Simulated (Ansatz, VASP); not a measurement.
# TiC: VASP beside Ansatz

One calculation is typed for both programs; each brings its own data sets. How far apart do they land? The cell is taken from a series of runs on this material, whose earlier steps may have relaxed, scaled, displaced or heated it; both programs get it as it stands.

Method: plane waves, with VASP 6.6.1 beside it; single point at LDA, in Ansatz 0.2.0.

### 1. The starting structure

It takes space group Fm-3m (No. 225, cubic). Conventional cell: a = 4.344 Å, b = 4.344 Å, c = 4.344 Å, α = 90.00°, β = 90.00°, γ = 90.00°. Nearest to C lie 6 Ti at 2.17 Å. Nearest to Ti lie 6 C at 2.17 Å. Farther neighbours are not listed.

As a file:

```cif
data_structure
_symmetry_space_group_name_H-M 'P 1'
_symmetry_Int_Tables_number 1
_cell_length_a 3.0720
_cell_length_b 3.0720
_cell_length_c 3.0720
_cell_angle_alpha 60.000
_cell_angle_beta 60.000
_cell_angle_gamma 60.000
_cell_volume 20.50
loop_
_atom_site_label
_atom_site_type_symbol
_atom_site_fract_x
_atom_site_fract_y
_atom_site_fract_z
_atom_site_occupancy
C1 C 0.50000 0.50000 0.50000 1
Ti2 Ti 0.00000 0.00000 0.00000 1
```

### 2. Ansatz: single point, LDA

Ansatz runs on its PAW soft_1 files.

With cell and atoms fixed, the geometry can't cause a difference; cores, projectors, grids and the points listed under the comparison can.

File input.yaml:

```yaml
crystal:
  lattice:
    - [0.0, 2.172196798, 2.172196798]
    - [2.172196798, 0.0, 2.172196798]
    - [2.172196798, 2.172196798, 0.0]
  atoms:
    - { symbol: C, position: [0.5, 0.5, 0.5] }
    - { symbol: Ti, position: [0.0, 0.0, 0.0] }
kpoints:
  mp_grid: { grid: [16, 16, 16] }
hamiltonian:
  xc: lda
  pseudopotentials: { kind: paw, azcp: { folder: soft_1 }, xc_functional: pbe }
scf:
  occupations: { method: methfessel_paxton, width: 0.2 }
output:
  forces: true
  stress: true
  eigenvalues: true
```

Launch:

```sh
$ ansatz run input.yaml --threads 4 --pin off --max-ram 10240MiB --backend cpu --events-out ev --progress --plain --runs-dir out
```

Numbers of over 12 decimals in the logs are rounded to 6 here.

The log of the run:

```text
Engine: ansatz 0.2.0, x86_64-unknown-linux-gnu
Pseudopotentials: kind: paw
Pseudopotential: C, paw, valence charge 4, recommended cutoff 420 eV (normal), soft_1/C.paw.azcp
Pseudopotential: Ti, paw, valence charge 12, recommended cutoff 420 eV (normal), soft_1/Ti.paw.azcp
Functional definition: SPW92
  exchange = slater_x
  correlation = pw_c
Crystal: 2 atoms, lattice volume = 20.499 Å³
Basis set: ecut = 420 eV, 411 PW (Γ)
Bands: 12, of which v1, the nominal top of the filled ones, is band 8 counted from 1 (7 counted from 0)
Symmetry: 48 space group operations
Space group: Fm-3m (ITA 225), of the structure as read, at distance tolerance 2.7e-5 Å
k-points: 145 of 4096
Non-local potential: C, projectors of the file, l = 0: 2, l = 1: 2, l = 2: 1
Non-local potential: Ti, projectors of the file, l = 0: 3, l = 1: 2, l = 2: 3, l = 3: 1
PAW form: soft (Blöchl's): semilocal exchange-correlation on the pseudo side does not see the compensation charge
PAW frozen core: C, regenerated for the run's functional, and the local potential with it (the file was generated under x = pbe(κ = 0.804, μ = 0.219515), c = pbe(β = 0.066725))
PAW frozen core: Ti, regenerated for the run's functional, and the local potential with it (the file was generated under x = pbe(κ = 0.804, μ = 0.219515), c = pbe(β = 0.066725))
PAW one-centre angular grid: C, 110 points (default); XC on 64 Gauss nodes
PAW one-centre angular grid: Ti, 590 points (default); XC on 64 Gauss nodes
Initial density: superposition of atomic densities (chi_scale 0.1, normalization cell, long waves kept (reshape's long-wave potential 0.00 eV rms))
Initial wavefunctions: pseudopotential atomic-orbital guess
Functional: x = slater, c = lda
SCF iter   1: F=—  HF=-2696.130849 eV  |F-HF|=—  |Δ(HF+E_count)|=         —  Δρ=1.38e-1  dr2=5.10e0  ethr=3.10e-3  ⟨swp⟩=4.2  Hψ=8254  notcnv=0
preconditioner: auto → none  [metal: Δε(μ)=0.112 eV  Ē_g=8.867 eV  σ=0.200 eV  W_gap=0.45  n_scr=8 (ndim 8)  ℏωp=23.2 eV  f_vac=0.000  D(μ)=0.21/eV (n_scr^D=0)  sad-step TF]
SCF iter   2: F=—  HF=-2695.621585 eV  |F-HF|=—  |Δ(HF+E_count)|=   5.09e-1  S|Δr|=    0.00e0  Δρ=9.57e-2  dr2=2.51e0  ethr=3.10e-3  ⟨swp⟩=2.0  Hψ=3465  notcnv=0
SCF iter   3: F=—  HF=-2695.136457 eV  |F-HF|=—  |Δ(HF+E_count)|=   4.85e-1  S|Δr|=    0.00e0  Δρ=1.15e-2  dr2=1.97e-2  ethr=3.10e-3  ⟨swp⟩=2.9  Hψ=3715  notcnv=0
SCF iter   4: F=—  HF=-2695.130573 eV  |F-HF|=—  |Δ(HF+E_count)|=   5.88e-3  S|Δr|=    0.00e0  Δρ=1.52e-3  dr2=2.24e-4  ethr=1.23e-4  ⟨swp⟩=2.7  Hψ=4279  notcnv=0
SCF iter   5: F=—  HF=-2695.130692 eV  |F-HF|=—  |Δ(HF+E_count)|=   1.19e-4  S|Δr|=    0.00e0  Δρ=3.87e-4  dr2=2.35e-5  ethr=1.40e-6  ⟨swp⟩=2.0  Hψ=2321  notcnv=0
SCF iter   6: F=—  HF=-2695.130688 eV  |F-HF|=—  |Δ(HF+E_count)|=   3.70e-6  S|Δr|=    0.00e0  Δρ=4.72e-5  dr2=4.30e-7  ethr=1.47e-7  ⟨swp⟩=2.1  Hψ=2796  notcnv=0
SCF iter   7: F=-2695.130688 eV  HF=-2695.130688 eV  |F-HF|=9.74e-10  |Δ(HF+E_count)|=   1.13e-7  S|Δr|=    0.00e0  Δρ=2.30e-6  dr2=9.15e-10  ethr=6.25e-10  ⟨swp⟩=5.0  Hψ=7461  notcnv=0
SCF 1 converged in 7 iterations: F = -2695.130688 eV  dr2 = 9.15e-10
  greatest PAW one-centre occupation: 0.998 electrons in one spin orbital (limit 2), on the Ti atom at site 1 (counted from 0), in its partial waves of l = 0
SCF converged after 7 iterations
Stability not checked: this state was not tested for a lower state beside it, because cold or Methfessel-Paxton smearing, or corrected tetrahedra, fill the levels in a way that the test cannot read (fill_not_monotonic; see scf.lower_state_search)
Free energy (F): -2695.130688 eV
Harris-Foulkes:  -2695.130688 eV  (|F-HF|=9.74e-10)
Internal energy: -2695.130304 eV  (E = F + TS)
E sigma→0 (E₀):  -2695.130592 eV
Entropy (-TS):   -0.000384 eV (-0.192 meV/atom)
Fermi energy:    14.147235 eV
--- Per-component energies (eV) ---
  E_band       = -116.240560
  E_kinetic    = 365.134861
  E_local      = -839.519591  (includes V_loc(G=0)·N_el)
  E_nonlocal   = 87.999654
  E_hartree    = 327.685717
  E_xc         = -162.934071
  E_vxc        = -204.258081  (∫ρ·V_xc dr)
  E_paw        = -1084.776674  (= ΣΔE_a)
  E_vpaw       = -180.969839  (= ΣTr[D̂ρ^β])
  E_aug_tail   = -0.000063  (compensation charges beyond the density's cutoff)
  E_ewald      = -1389.108921
  E_core_change = 0.388783  (= ΣΔE_core)
  E_smearing   = -0.000384  (= −TS)
  E_closure    = 0.000000  (closes the sum)
  Σ components = -2695.130688   (vs F -2695.130688, Δ=0.00e0)
--- Forces (eV/Å), atoms counted from 1 ---
  atom   1  C      0.00000000    -0.00000000     0.00000000
  atom   2  Ti    -0.00000000     0.00000000    -0.00000000
  max |Σ_I F_I| component: 1.97e-30 eV/Å
--- Stress (GPa, compression-positive) ---
      -14.633335       0.000000       0.000000
        0.000000     -14.633335       0.000000
        0.000000       0.000000     -14.633335
  P = ⅓ Tr σ = -14.6333 GPa (-146.333 kbar)
--- Band table (eV; the first three rows and the last of 145) ---
  k-point 0: bands = [... 4 lower, 1.9781, 14.7935, 14.7935, 14.7935, 15.8415, 15.8415, 15.8415, 15.8646]
  k-point 1: bands = [... 4 lower, 2.0664, 14.3728, 14.6148, 14.6148, 15.1629, 15.1629, 16.0634, 16.8491]
  k-point 2: bands = [... 4 lower, 2.3258, 13.5217, 13.8773, 13.8773, 15.2192, 15.2192, 16.3813, 17.9003]
  k-point 144: bands = [... 4 lower, 4.8623, 11.0538, 11.0538, 11.4855, 16.8915, 16.8915, 17.6014, 19.2681]
```

The run ends at a pressure of -14.63 GPa.

### 3. VASP: single point, LDA

The same cell, functional (in two slightly different forms), mesh and smearing now go to VASP, with its own data sets.

Lines of VASP's logs that name or quote its potential files are left out, and so is its time.

File INCAR:

```
SYSTEM = TiC
PREC = Accurate
ENCUT = 600
EDIFF = 1E-06
NELM = 120
ISMEAR = 1
SIGMA = 0.2
LREAL = .FALSE.
ALGO = Normal
GGA = PW92
NBANDS = 14
LASPH = .TRUE.
LORBIT = 11
LWAVE = .FALSE.
LCHARG = .FALSE.
ISIF = 2
GGA_COMPAT = .FALSE.
```

File POSCAR:

```
TiC
1.0
    0.0000000000      2.1721967980      2.1721967980
    2.1721967980      0.0000000000      2.1721967980
    2.1721967980      2.1721967980      0.0000000000
C Ti
1 1
Direct
    0.5000000000      0.5000000000      0.5000000000
    0.0000000000      0.0000000000      0.0000000000
```

File KPOINTS:

```
Automatic mesh
0
Gamma
16 16 16
0 0 0
```

Potentials, in the order of the species: C and Ti_sv (LDA family, release 64).

Launch:

```sh
$ mpirun -np 1 vasp_std
```

The log of the run:

```text
[banner, memory and clock lines left out]
running    1 mpi-ranks, on    1 nodes
 distrk:  each k-point on    1 cores,    1 groups
 distr:  one band on    1 cores,    1 groups

 POSCAR found type information on POSCAR C Ti
 POSCAR found :  2 types and       2 ions
|                                                                             |
|               ----> ADVICE to this user running VASP <----                  |
|                                                                             |
|     You enforced a specific xc type in the INCAR file but a different       |
|     [... a line on the potential file left out ...]
|     I HOPE YOU KNOW WHAT YOU ARE DOING!                                     |
|                                                                             |

 LDA part: xc-table for (Slater(with rela. corr.)+PW92), standard interpolation
 POSCAR, INCAR and KPOINTS ok, starting setup
 FFT: planning ... GRIDC
 FFT: planning ... GRID_SOFT
 FFT: planning ... GRID
 WAVECAR not read
 entering main loop
       N       E                     dE             d eps       ncg     rms          rms(c)
DAV:   1     0.127115131348E+03    0.12712E+03   -0.89343E+03  4060   0.151E+03
DAV:   2    -0.170216684177E+02   -0.14414E+03   -0.13589E+03  4324   0.371E+02
DAV:   3    -0.256947716894E+02   -0.86731E+01   -0.84598E+01  5416   0.872E+01
DAV:   4    -0.260642183548E+02   -0.36945E+00   -0.36915E+00  5122   0.161E+01
DAV:   5    -0.260713999697E+02   -0.71816E-02   -0.71808E-02  5404   0.211E+00    0.178E+01
DAV:   6    -0.212953679788E+02    0.47760E+01   -0.13862E+01  5786   0.602E+01    0.735E+00
DAV:   7    -0.205523968887E+02    0.74297E+00   -0.25840E+00  4952   0.242E+01    0.490E+00
DAV:   8    -0.205240803081E+02    0.28317E-01   -0.12484E-01  4414   0.361E+00    0.371E+00
DAV:   9    -0.204880950009E+02    0.35985E-01   -0.14098E-01  4984   0.512E+00    0.703E-01
DAV:  10    -0.204880639659E+02    0.31035E-04   -0.14709E-02  5164   0.132E+00    0.662E-01
DAV:  11    -0.204853040088E+02    0.27600E-02   -0.41156E-03  4492   0.971E-01    0.316E-01
DAV:  12    -0.204848372796E+02    0.46673E-03   -0.93124E-04  5138   0.467E-01    0.532E-02
DAV:  13    -0.204848172711E+02    0.20009E-04   -0.82201E-05  4870   0.124E-01    0.140E-02
DAV:  14    -0.204848167440E+02    0.52712E-06   -0.42730E-06  4748   0.202E-02
   1 F= -.20484817E+02 E0= -.20484693E+02  d E =-.369899E-03
```

OUTCAR, selected parts (step 3):

```text
ion  position               nearest neighbor table
   1  0.500  0.500  0.500-   2 2.17   2 2.17   2 2.17   2 2.17   2 2.17   2 2.17
   2  0.000  0.000  0.000-   1 2.17   1 2.17   1 2.17   1 2.17   1 2.17   1 2.17

  LATTYP: Found a face centered cubic cell.
 ALAT       =     4.3443935960

 Subroutine GETGRP returns: Found 48 space group operations
 (whereof 48 operations were pure point group operations)

The static configuration has the point symmetry O_h .

 Found    145 irreducible k-points:

   k-points           NKPTS =    145   k-points in BZ     NKDIM =    145   number of bands    NBANDS=     14

   dimension x,y,z NGX =    28 NGY =   28 NGZ =   28
   dimension x,y,z NGXF=    56 NGYF=   56 NGZF=   56

   ENCUT  =  600.0 eV  44.10 Ry    6.64 a.u.   6.14  6.14  6.14*2*pi/ulx,y,z

   NELECT =      16.0000    total number of electrons

 k-points in reciprocal lattice and weights: Automatic mesh
   0.00000000  0.00000000  0.00000000       0.000
   0.06250000  0.00000000  0.00000000       0.002
   0.12500000  0.00000000  0.00000000       0.002
   0.18750000  0.00000000  0.00000000       0.002
   0.25000000  0.00000000  0.00000000       0.002
   0.31250000  0.00000000  0.00000000       0.002
   0.37500000  0.00000000  0.00000000       0.002
   0.43750000  0.00000000  0.00000000       0.002
   0.50000000  0.00000000  0.00000000       0.001
[...]
-0.31250000  0.50000000  0.18750000       0.003
  -0.25000000  0.50000000  0.25000000       0.001

 average (electrostatic) potential at core
       1 -48.9066       2 -71.3775

 E-fermi :   9.1088

 k-point     1 :       0.0000    0.0000    0.0000
  band No.  band energies     occupation
      1     -46.7826      2.00000
      2     -23.1941      2.00000
      3     -23.1941      2.00000
      4     -23.1941      2.00000
      5      -3.0427      2.00000
      6       9.7503     -0.00006
      7       9.7503     -0.00006
      8       9.7503     -0.00006
      9      10.8003     -0.00000
     10      10.8003     -0.00000
    ...

 k-point     2 :       0.0625    0.0000    0.0000
  band No.  band energies     occupation
      1     -46.7798      2.00000
      2     -23.2138      2.00000
      3     -23.1960      2.00000
      4     -23.1960      2.00000
      5      -2.9543      2.00000
      6       9.3316     -0.06656
      7       9.5724     -0.00502
      8       9.5724     -0.00502
      9      10.1181     -0.00000
     10      10.1181     -0.00000
    ...

 k-point     3 :       0.1250    0.0000    0.0000
  band No.  band energies     occupation
    ...
      4     -23.2013      2.00000
      5      -2.6953      2.00000
      6       8.4830      2.00009
      7       8.8365      2.06617
      8       8.8365      2.06617
      9      10.1742     -0.00000
     10      10.1742     -0.00000
     11      11.3365     -0.00000
     12      12.8529     -0.00000
     13      12.8529     -0.00000
    ...

  Total       -1.8437928     -1.8437928     -1.8437928      0.0000000      0.0000000     -0.0000000
  in kB     -144.1103555   -144.1103555   -144.1103555      0.0000000      0.0000000     -0.0000000
  external PRESSURE =    -144.1103555 kB  Pullay stress =       0.0000000 kB

  energy-cutoff  :      600.00
  volume of cell :       20.50
      direct lattice vectors                 reciprocal lattice vectors
     0.000000000  2.172196798  2.172196798    -0.230181722  0.230181722  0.230181722
     2.172196798  0.000000000  2.172196798     0.230181722 -0.230181722  0.230181722
     2.172196798  2.172196798  0.000000000     0.230181722  0.230181722 -0.230181722

 POSITION                                       TOTAL-FORCE (eV/Angst)
 -----------------------------------------------------------------------------------
      2.17220      2.17220      2.17220        -0.000000      0.000000     -0.000000
      0.00000      0.00000      0.00000         0.000000      0.000000      0.000000
 -----------------------------------------------------------------------------------
    total drift:                               -0.000000      0.000000      0.000000

  FREE ENERGIE OF THE ION-ELECTRON SYSTEM (eV)
  ---------------------------------------------------
  free  energy   TOTEN  =       -20.4848167440 eV

  energy  without entropy=      -20.4844468451  energy(sigma->0) =      -20.48469344

 total charge
# of ion       s       p       d       tot
------------------------------------------
    1        0.883   1.496   0.000   2.379
    2        2.199   6.244   1.972  10.415
--------------------------------------------------
tot          3.082   7.740   1.972  12.794

[... 3 further parts left out ...]
```

The run ends at a pressure of -14.41 GPa.

### 4. Differences

Known differences besides the potentials themselves: the cutoff is 420 eV in Ansatz and 600 eV in VASP; VASP's log shows a relativistic correction to its local exchange, Ansatz's none. Total energies have different zeros and are not compared.

Both answers:

| quantity | Ansatz | VASP | difference |
| --- | --- | --- | --- |
| pressure (GPa) | -14.63 | -14.41 | -0.22 |

### 5. What came out

```yaml
difference_in_pressure_single_point_lda: -0.22 GPa
```

**Reading.** The difference in pressure is -0.22 GPa (single point, LDA), within the 1 GPa picked in this series as the mark of a large difference. How closely two codes agree says nothing of how well the functional describes the real material.

[Lines on the potential files, build, host, timing and source positions are cut from VASP's logs without a mark.]

[Logs are printed without paths, hosts, clocks, repeated set-up lines and the standing remarks that a program may print on its own settings, such as how far it seeks lower states.]

[Hosts, paths, dates, database ids (printed as entryN), source tags and the programs' standing remarks are cut or masked in the printed files.]
